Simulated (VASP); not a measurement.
All values below come from PBE GGA, VASP's PBE PAW potentials (set 64) (plane waves; VASP 6.6.1).

Input for VASP

File KPOINTS:
```
Automatic mesh
0
Gamma
1 1 1
0 0 0
```

POSCAR:
```
BiSi62
1.0
 10.9370747000   0.0000000000   0.0000000000
  0.0000000000  10.9370747000   0.0000000000
  0.0000000000   0.0000000000  10.9370747000
Si Bi
62 1
Cartesian
  5.4685373500   0.0000000000   0.0000000000
  6.8356716875   1.3671343375   1.3671343375
  8.2028060250   2.7342686750   0.0000000000
  9.5699403625   4.1014030125   1.3671343375
  8.2028060250   0.0000000000   2.7342686750
  9.5699403625   1.3671343375   4.1014030125
  0.0000000000   0.0000000000   0.0000000000
  1.3671343375   1.3671343375   1.3671343375
  2.7342686750   2.7342686750   0.0000000000
  4.1014030125   4.1014030125   1.3671343375
  5.4685373500   5.4685373500   0.0000000000
  6.8356716875   6.8356716875   1.3671343375
  8.2028060250   8.2028060250   0.0000000000
  9.5699403625   9.5699403625   1.3671343375
  2.7342686750   0.0000000000   2.7342686750
  4.1014030125   1.3671343375   4.1014030125
  5.4809181186   2.7047713845   2.7715640997
  8.1882269044   5.4732074809   2.6896563473
  9.5699403625   6.8356716875   4.1014030125
  5.4685373500   0.0000000000   5.4685373500
  6.8356716875   1.3671343375   6.8356716875
  8.2090510947   2.7717937783   5.4207751448
  9.5699403625   4.1014030125   6.8356716875
  8.2028060250   0.0000000000   8.2028060250
  9.5699403625   1.3671343375   9.5699403625
  0.0000000000   5.4685373500   0.0000000000
  1.3671343375   6.8356716875   1.3671343375
  2.7342686750   8.2028060250   0.0000000000
  4.1014030125   9.5699403625   1.3671343375
  0.0000000000   2.7342686750   2.7342686750
  1.3671343375   4.1014030125   4.1014030125
  2.7342686750   5.4685373500   2.7342686750
  4.1014030125   6.8356716875   4.1014030125
  5.4685373500   8.2028060250   2.7342686750
  6.8356716875   9.5699403625   4.1014030125
  0.0000000000   0.0000000000   5.4685373500
  1.3671343375   1.3671343375   6.8356716875
  2.7342686750   2.7342686750   5.4685373500
  4.1014030125   4.1014030125   6.8356716875
  6.8356716875   6.8356716875   6.8356716875
  8.2028060250   8.2028060250   5.4685373500
  9.5699403625   9.5699403625   6.8356716875
  2.7342686750   0.0000000000   8.2028060250
  4.1014030125   1.3671343375   9.5699403625
  5.4685373500   2.7342686750   8.2028060250
  6.8356716875   4.1014030125   9.5699403625
  8.2028060250   5.4685373500   8.2028060250
  9.5699403625   6.8356716875   9.5699403625
  0.0000000000   8.2028060250   2.7342686750
  1.3671343375   9.5699403625   4.1014030125
  0.0000000000   5.4685373500   5.4685373500
  1.3671343375   6.8356716875   6.8356716875
  2.7342686750   8.2028060250   5.4685373500
  4.1014030125   9.5699403625   6.8356716875
  0.0000000000   2.7342686750   8.2028060250
  1.3671343375   4.1014030125   9.5699403625
  2.7342686750   5.4685373500   8.2028060250
  4.1014030125   6.8356716875   9.5699403625
  5.4685373500   8.2028060250   8.2028060250
  6.8356716875   9.5699403625   9.5699403625
  0.0000000000   8.2028060250   8.2028060250
  1.3671343375   9.5699403625   9.5699403625
  5.4460069761   5.4584643042   5.4301810290
```

**INCAR**
```
SYSTEM  =  BiSi62
PREC  =  Normal; ENCUT  =  400; LREAL  =  Auto
LASPH  =  .TRUE.; ISYM  =  0; NELECT  =  252.0
EDIFF  =  1E-5; NELM  =  100; NELMIN  =  4
ALGO  =  Fast; LMAXMIX  =  4
ISMEAR  =  0; SIGMA  =  0.05
GGA  =  PE
IBRION  =  2; NSW  =  70; ISIF  =  2
EDIFFG  =  -0.03
LWAVE  =  .TRUE.; LCHARG  =  .FALSE.
```

POTCAR, in this order: Si Bi (PBE.64 set). Program: vasp_gam.

What VASP printed:

### OSZICAR
```
...
RMM:   7    -0.337039820053E+03   -0.19826E-05   -0.33351E-05   215   0.111E-02
  10 F= -.33703982E+03 E0= -.33703982E+03  d E =-.343521E-01
       N       E                     dE             d eps       ncg     rms          rms(c)
DAV:   1    -0.337040871216E+03   -0.10531E-02   -0.62972E-01   328   0.132E+00    0.279E-01
RMM:   2    -0.337044499497E+03   -0.36283E-02   -0.43755E-02   316   0.349E-01    0.118E-01
RMM:   3    -0.337045476350E+03   -0.97685E-03   -0.92572E-03   327   0.160E-01    0.857E-02
RMM:   4    -0.337045514235E+03   -0.37885E-04   -0.83867E-04   333   0.637E-02    0.407E-02
RMM:   5    -0.337045528699E+03   -0.14465E-04   -0.21686E-04   315   0.301E-02    0.156E-02
RMM:   6    -0.337045530310E+03   -0.16108E-05   -0.59547E-05   243   0.150E-02
  11 F= -.33704553E+03 E0= -.33704553E+03  d E =-.400624E-01
       N       E                     dE             d eps       ncg     rms          rms(c)
DAV:   1    -0.337055471073E+03   -0.99424E-02   -0.20783E+00   316   0.248E+00    0.545E-01
RMM:   2    -0.337067384720E+03   -0.11914E-01   -0.14412E-01   316   0.659E-01    0.234E-01
RMM:   3    -0.337070570415E+03   -0.31857E-02   -0.31096E-02   330   0.302E-01    0.152E-01
RMM:   4    -0.337070724312E+03   -0.15390E-03   -0.31127E-03   330   0.122E-01    0.682E-02
RMM:   5    -0.337070775246E+03   -0.50934E-04   -0.70678E-04   340   0.556E-02    0.287E-02
RMM:   6    -0.337070782115E+03   -0.68685E-05   -0.13167E-04   312   0.239E-02    0.125E-02
RMM:   7    -0.337070783965E+03   -0.18500E-05   -0.24494E-05   205   0.107E-02
  12 F= -.33707078E+03 E0= -.33707078E+03  d E =-.252537E-01
       N       E                     dE             d eps       ncg     rms          rms(c)
DAV:   1    -0.337070892881E+03   -0.11077E-03   -0.24673E-01   344   0.855E-01    0.189E-01
RMM:   2    -0.337072301455E+03   -0.14086E-02   -0.16973E-02   316   0.227E-01    0.792E-02
RMM:   3    -0.337072648316E+03   -0.34686E-03   -0.34210E-03   326   0.104E-01    0.528E-02
RMM:   4    -0.337072676824E+03   -0.28507E-04   -0.42119E-04   331   0.434E-02    0.240E-02
RMM:   5    -0.337072682216E+03   -0.53928E-05   -0.85072E-05   288   0.196E-02
  13 F= -.33707268E+03 E0= -.33707268E+03  d E =-.271519E-01
       N       E                     dE             d eps       ncg     rms          rms(c)
DAV:   1    -0.337079260443E+03   -0.65836E-02   -0.11414E+00   316   0.187E+00    0.380E-01
RMM:   2    -0.337085531250E+03   -0.62708E-02   -0.75530E-02   316   0.472E-01    0.169E-01
RMM:   3    -0.337087210225E+03   -0.16790E-02   -0.16249E-02   333   0.217E-01    0.106E-01
RMM:   4    -0.337087284957E+03   -0.74732E-04   -0.15439E-03   326   0.879E-02    0.464E-02
RMM:   5    -0.337087316836E+03   -0.31878E-04   -0.39761E-04   339   0.413E-02    0.207E-02
RMM:   6    -0.337087319910E+03   -0.30744E-05   -0.67117E-05   270   0.177E-02
  14 F= -.33708732E+03 E0= -.33708732E+03  d E =-.146377E-01
       N       E                     dE             d eps       ncg     rms          rms(c)
DAV:   1    -0.337087259159E+03    0.57677E-04   -0.36233E-01   336   0.105E+00    0.216E-01
RMM:   2    -0.337089249129E+03   -0.19900E-02   -0.23802E-02   316   0.266E-01    0.948E-02
RMM:   3    -0.337089758998E+03   -0.50987E-03   -0.49330E-03   329   0.122E-01    0.588E-02
RMM:   4    -0.337089789675E+03   -0.30678E-04   -0.52382E-04   329   0.503E-02    0.248E-02
RMM:   5    -0.337089799393E+03   -0.97177E-05   -0.12366E-04   308   0.234E-02    0.109E-02
RMM:   6    -0.337089800739E+03   -0.13457E-05   -0.26288E-05   203   0.109E-02
  15 F= -.33708980E+03 E0= -.33708980E+03  d E =-.171185E-01
       N       E                     dE             d eps       ncg     rms          rms(c)
DAV:   1    -0.337091815537E+03   -0.20161E-02   -0.12026E+00   316   0.199E+00    0.426E-01
RMM:   2    -0.337098511237E+03   -0.66957E-02   -0.78101E-02   316   0.508E-01    0.181E-01
RMM:   3    -0.337100103320E+03   -0.15921E-02   -0.16035E-02   324   0.234E-01    0.106E-01
RMM:   4    -0.337100240828E+03   -0.13751E-03   -0.20562E-03   335   0.998E-02    0.500E-02
RMM:   5    -0.337100266689E+03   -0.25861E-04   -0.41844E-04   332   0.444E-02    0.209E-02
RMM:   6    -0.337100273835E+03   -0.71459E-05   -0.94220E-05   285   0.206E-02
  16 F= -.33710027E+03 E0= -.33710027E+03  d E =-.104731E-01
       N       E                     dE             d eps       ncg     rms          rms(c)
DAV:   1    -0.337100274501E+03   -0.78113E-05   -0.96138E-05   352   0.192E-02    0.477E-03
RMM:   2    -0.337100274590E+03   -0.88887E-07   -0.54413E-06   185   0.448E-03    0.236E-03
RMM:   3    -0.337100274567E+03    0.22177E-07   -0.82101E-07    89   0.206E-03    0.114E-03
RMM:   4    -0.337100274551E+03    0.16724E-07   -0.10373E-07    55   0.158E-03
  17 F= -.33710027E+03 E0= -.33710027E+03  d E =-.104738E-01
       N       E                     dE             d eps       ncg     rms          rms(c)
DAV:   1    -0.337101648487E+03   -0.13739E-02   -0.49088E-01   328   0.128E+00    0.290E-01
RMM:   2    -0.337104185515E+03   -0.25370E-02   -0.29772E-02   316   0.339E-01    0.121E-01
RMM:   3    -0.337104718461E+03   -0.53295E-03   -0.58724E-03   325   0.155E-01    0.667E-02
RMM:   4    -0.337104771753E+03   -0.53291E-04   -0.77934E-04   340   0.651E-02    0.331E-02
RMM:   5    -0.337104780958E+03   -0.92056E-05   -0.14435E-04   310   0.279E-02    0.900E-03
RMM:   6    -0.337104784276E+03   -0.33181E-05   -0.36134E-05   218   0.130E-02
  18 F= -.33710478E+03 E0= -.33710478E+03  d E =-.450973E-02
       N       E                     dE             d eps       ncg     rms          rms(c)
DAV:   1    -0.337104786810E+03   -0.58518E-05   -0.11605E-03   360   0.623E-02    0.152E-02
RMM:   2    -0.337104793550E+03   -0.67396E-05   -0.74566E-05   255   0.171E-02    0.688E-03
RMM:   3    -0.337104794890E+03   -0.13401E-05   -0.13874E-05   188   0.775E-03    0.370E-03
RMM:   4    -0.337104795077E+03   -0.18718E-06   -0.23825E-06   177   0.334E-03
  19 F= -.33710480E+03 E0= -.33710480E+03  d E =-.452053E-02
       N       E                     dE             d eps       ncg     rms          rms(c)
DAV:   1    -0.337105885050E+03   -0.10902E-02   -0.15081E-01   328   0.722E-01    0.168E-01
RMM:   2    -0.337106635679E+03   -0.75063E-03   -0.84864E-03   316   0.195E-01    0.698E-02
RMM:   3    -0.337106762059E+03   -0.12638E-03   -0.15435E-03   323   0.885E-02    0.363E-02
RMM:   4    -0.337106777233E+03   -0.15174E-04   -0.25187E-04   330   0.386E-02    0.167E-02
RMM:   5    -0.337106781088E+03   -0.38550E-05   -0.46506E-05   246   0.166E-02
  20 F= -.33710678E+03 E0= -.33710678E+03  d E =-.198601E-02
       N       E                     dE             d eps       ncg     rms          rms(c)
DAV:   1    -0.337106789458E+03   -0.12225E-04   -0.59866E-04   368   0.456E-02    0.110E-02
RMM:   2    -0.337106793098E+03   -0.36398E-05   -0.38879E-05   227   0.135E-02    0.471E-03
RMM:   3    -0.337106793832E+03   -0.73438E-06   -0.73186E-06   179   0.619E-03    0.293E-03
RMM:   4    -0.337106793952E+03   -0.12001E-06   -0.12764E-06   143   0.278E-03
  21 F= -.33710679E+03 E0= -.33710679E+03  d E =-.199888E-02
       N       E                     dE             d eps       ncg     rms          rms(c)
DAV:   1    -0.337107251104E+03   -0.45727E-03   -0.69283E-02   328   0.505E-01    0.117E-01
RMM:   2    -0.337107542523E+03   -0.29142E-03   -0.33629E-03   316   0.131E-01    0.497E-02
RMM:   3    -0.337107587164E+03   -0.44641E-04   -0.62948E-04   322   0.601E-02    0.247E-02
RMM:   4    -0.337107595039E+03   -0.78751E-05   -0.11789E-04   323   0.271E-02    0.110E-02
RMM:   5    -0.337107596847E+03   -0.18084E-05   -0.19831E-05   194   0.114E-02
  22 F= -.33710760E+03 E0= -.33710760E+03  d E =-.802895E-03
```

OUTCAR:
```
------------------------ aborting loop because EDIFF is reached ----------------------------------------
  FORCE on cell =-STRESS in cart. coord.  units (eV):
  Direction    XX          YY          ZZ          XY          YZ          ZX
  --------------------------------------------------------------------------------------
  Total       -3.7159214     -3.7044300     -3.6966606      1.1070419     -1.1147956      1.1189847
  in kB       -4.5506514     -4.5365786     -4.5270639      1.3557234     -1.3652189      1.3703490
  external PRESSURE =      -4.5380980 kB  Pullay stress =       0.0000000 kB
  volume of cell :     1308.29
      direct lattice vectors                 reciprocal lattice vectors
    10.937074700  0.000000000  0.000000000     0.091432127  0.000000000  0.000000000
     0.000000000 10.937074700  0.000000000     0.000000000  0.091432127  0.000000000
     0.000000000  0.000000000 10.937074700     0.000000000  0.000000000  0.091432127
 POSITION                                       TOTAL-FORCE (eV/Angst)
 -----------------------------------------------------------------------------------
      5.45867      0.00435      0.00215         0.018932      0.002250      0.010777
      6.81572      1.39803      1.39503        -0.006449      0.003115      0.007583
      8.18694      2.75006      0.02302        -0.004764      0.011520      0.001112
      9.53952      4.12124      1.39568        -0.005274      0.004649      0.004185
      8.18615      0.02544      2.74782        -0.009050     -0.007748      0.010054
      9.53824      1.39756      4.11954        -0.002254      0.005732      0.000950
     10.92958      0.00646      0.00365         0.010660     -0.006507      0.005749
      1.33746      1.38370      1.38206        -0.000983      0.012251      0.012935
      2.71515      2.72549      0.00372         0.007026      0.007834     -0.004643
      4.07528      4.12681      1.36503        -0.003168      0.001549     -0.000828
      5.46032      5.47593      0.00043        -0.003979      0.016970      0.001140
      6.81026      6.86045      1.36685        -0.009559      0.006299     -0.013843
      8.21150      8.22045      0.00450        -0.013146     -0.004169     -0.001006
      9.55283      9.59903      1.38243        -0.012659     -0.002519      0.007853
      2.71619      0.00501      2.72312         0.004290      0.004535      0.014996
      4.07591      1.36761      4.12451        -0.006777     -0.013194      0.011836
      5.36066      2.70427      2.70233         0.000935      0.006236     -0.006434
      8.23325      5.57594      2.70304         0.000926      0.002696      0.001057
      9.57022      6.86135      4.12578         0.004116      0.007774      0.000833
      5.46012      0.00151      5.47506        -0.011895      0.007130      0.004091
      6.80949      1.36610      6.86049        -0.002482     -0.003888      0.002906
      8.23249      2.70299      5.57539        -0.005522      0.003352      0.006819
      9.56978      4.12629      6.85962         0.005744      0.007828      0.003969
      8.21171      0.00497      8.22010        -0.010643     -0.006027     -0.011186
      9.55275      1.38422      9.59687        -0.012580      0.009832     -0.000906
     10.93349      5.47799      0.00265        -0.009362     -0.016612      0.006230
      1.34543      6.85759      1.36447         0.009594      0.001281     -0.012723
      2.73337      8.20391     10.93045        -0.003478      0.002646      0.004237
      4.07972      9.59150      1.36440         0.002568     -0.007895     -0.016670
     10.91107      2.75034      2.74873         0.007996      0.000421      0.004598
      1.35436      4.10733      4.10599         0.005384     -0.001170     -0.006522
      2.70475      5.47681      2.72214        -0.007075      0.000248      0.003904
      4.06938      6.86661      4.01430         0.016258     -0.006148     -0.004068
      5.45982      8.23233      2.72263        -0.002354     -0.001443      0.005179
      6.82923      9.58242      4.10618         0.003549     -0.000115     -0.004650
     10.93308      0.00465      5.47531        -0.009614      0.003567     -0.014295
      1.34529      1.36617      6.85465         0.007924     -0.010248      0.004476
      2.70502      2.72413      5.47506        -0.001857      0.003241      0.001450
      4.07042      4.01566      6.86550         0.008635     -0.003708     -0.007465
      6.92210      6.86688      6.86506        -0.000442     -0.007642      0.002309
      8.21356      8.23282      5.47585        -0.001333      0.002858     -0.004071
      9.57174      9.59219      6.85538         0.013361     -0.008026      0.006512
      2.73278     10.93188      8.20172        -0.001902      0.000296      0.001966
      4.07861      1.36537      9.58991        -0.001501     -0.007607     -0.005727
      5.45963      2.72310      8.23119        -0.001156      0.006458      0.003689
      6.82960      4.10738      9.58083        -0.002105      0.000609     -0.005447
      8.21390      5.47702      8.23117        -0.005933      0.001023      0.000911
      9.57134      6.85760      9.59056         0.015767     -0.000067     -0.007337
     10.93163      8.22140      2.72383         0.000819     -0.010410      0.010870
      1.36293      9.57425      4.11427         0.004857     -0.002481     -0.001515
     10.93535      5.47592      5.47454        -0.008810      0.011625      0.014881
      1.37049      6.83759      6.83734         0.009792     -0.003609     -0.015633
      2.75352      8.18243      5.46929        -0.006904      0.000030      0.001252
      4.09816      9.56554      6.83682         0.002656     -0.014780     -0.006120
     10.93142      2.72477      8.21928         0.006377      0.014513     -0.009662
      1.36267      4.11652      9.57205         0.001931     -0.008774     -0.002354
      2.75421      5.47095      8.18094         0.002307     -0.004527      0.007532
      4.09862      6.83912      9.56450         0.005621     -0.011716     -0.013954
      5.46611      8.18272      8.18139         0.008308      0.001953     -0.003710
      6.82033      9.57375      9.57314         0.010858     -0.004737     -0.004434
      0.00557      8.20378      8.20237        -0.006584      0.003382      0.003598
      1.35963      9.57779      9.57616         0.005717     -0.009049     -0.013278
      6.01494      4.92289      4.92206        -0.011312      0.009110      0.006039
 -----------------------------------------------------------------------------------
    total drift:                               -0.063462      0.040643      0.026618
  FREE ENERGIE OF THE ION-ELECTRON SYSTEM (eV)
  ---------------------------------------------------
  free  energy   TOTEN  =      -337.1075968471 eV

  energy  without entropy=     -337.1075968367  energy(sigma->0) =     -337.10759684

 reached required accuracy - stopping structural energy minimisation
```
(Selected blocks of OUTCAR.)

### CONTCAR
```
BiSi62
   1.00000000000000
    10.9370747000000001    0.0000000000000000    0.0000000000000000
     0.0000000000000000   10.9370747000000001    0.0000000000000000
     0.0000000000000000    0.0000000000000000   10.9370747000000001
  Si              Bi
    62     1
Direct
     0.4990980544447708    0.0003978124115372    0.0001964989303797
     0.6231761250989960    0.1278249619977222    0.1275509300994890
     0.7485493839283319    0.2514440265696078    0.0021044294641210
     0.8722182301403841    0.3768139602752271    0.1276100859907199
     0.7484771029915693    0.0023264672231788    0.2512393659429619
     0.8721015969694124    0.1277819296870381    0.3766586748165476
     0.9993144923674098    0.0005910385167758    0.0003333044375622
     0.1222871931327390    0.1265144423934086    0.1263643622532406
     0.2482521034264840    0.2491977475501631    0.0003400133699435
     0.3726115932902456    0.3773229572007653    0.1248077050824496
     0.4992486290832404    0.5006760307352363    0.0000391221503534
     0.6226764902341432    0.6272656440252418    0.1249737467366283
     0.7507952722058515    0.7516130816411610    0.0004116080658297
     0.8734354124298627    0.8776595069383807    0.1263983743600161
     0.2483466736091657    0.0004581326486532    0.2489804564843616
     0.3726689370208098    0.1250433631411758    0.3771131153719626
     0.4901367960468393    0.2472569661072948    0.2470796790874110
     0.7527831864666297    0.5098201529058117    0.2471442949443592
     0.8750258886034971    0.6273473741464005    0.3772287868730586
     0.4992304776427249    0.0001382193235883    0.5005959261061844
     0.6226064871379565    0.1249058202042890    0.6272694578454742
     0.7527141898760605    0.2471402597511957    0.5097699231660928
     0.8749856029238107    0.3772750156859475    0.6271897319160570
     0.7508145322365483    0.0004545108130184    0.7515812888159792
     0.8734279930983646    0.1265620353902299    0.8774622700768097
     0.9996719629697330    0.5008641280528182    0.0002422249479669
     0.1230156043345905    0.6270040623851989    0.1247561005729843
     0.2499176013821465    0.7501010892142782    0.9993941459735017
     0.3730173656332993    0.8769712630941524    0.1247499872518033
     0.9976225573524421    0.2514695659899496    0.2513222554772953
     0.1238316637320806    0.3755417313406196    0.3754195009234702
     0.2473009372494757    0.5007559859202122    0.2488911396542245
     0.3720722015254587    0.6278283609597956    0.3670360793828735
     0.4992030846354726    0.7526997468146504    0.2489362874589064
     0.6244107323189104    0.8761412292792053    0.3754372139346585
     0.9996346234326039    0.0004249755637237    0.5006195766494169
     0.1230025106066839    0.1249120061772401    0.6267349206234558
     0.2473261272187321    0.2490730991172772    0.5005966762159486
     0.3721676001764285    0.3671601823835937    0.6277272751678727
     0.6329020690016846    0.6278537463812168    0.6276867027863420
     0.7509834319806384    0.7527440242443468    0.5006685959893676
     0.8751648161778052    0.8770340371082698    0.6268022415167996
     0.2498639523599835    0.9995249184042750    0.7499010061630719
     0.3729155633930055    0.1248386847543209    0.8768257386385668
     0.4991851982384857    0.2489792795706158    0.7525953781427165
     0.6244447688979854    0.3755467623089259    0.8759955126218292
     0.7510146116653190    0.5007758438531122    0.7525938014788376
     0.8751278720162666    0.6270045397618033    0.8768850986682410
     0.9995019258623782    0.7517004433985679    0.2490451980332650
     0.1246156009806498    0.8753939249261553    0.3761765892907173
     0.9998423728378898    0.5006748381934684    0.5005485906579430
     0.1253067922882234    0.6251755893863485    0.6251526928226664
     0.2517605910596628    0.7481372935401993    0.5000692695881432
     0.3747030507475584    0.8745980813365368    0.6251052747578557
     0.9994826121748932    0.2491312560632484    0.7515058310849774
     0.1245915142993594    0.3763820146308674    0.8751931824970494
     0.2518228884505599    0.5002209854659598    0.7480004759216343
     0.3747458452147643    0.6253151221840852    0.8745022185317424
     0.4997783848787398    0.7481639019192154    0.7480416553226181
     0.6235971803809834    0.8753487215143024    0.8752923523763991
     0.0005091903019569    0.7500893377472225    0.7499600897816305
     0.1243136081827955    0.8757175662684844    0.8755682436827008
     0.5499591416345015    0.4501102034626919    0.4500347230225188
```

The cell is charged, with a uniform compensating background. The supercell is sampled at Γ alone, which is coarse: total energies, pressure and levels can be off, energies of defects by several tenths of an eV.

The cell is a supercell with a defect, built from Si (diamond): Bi_Si-vac_Si, charge +1. The run is not spin-polarised, so no state with unpaired spins was tried.
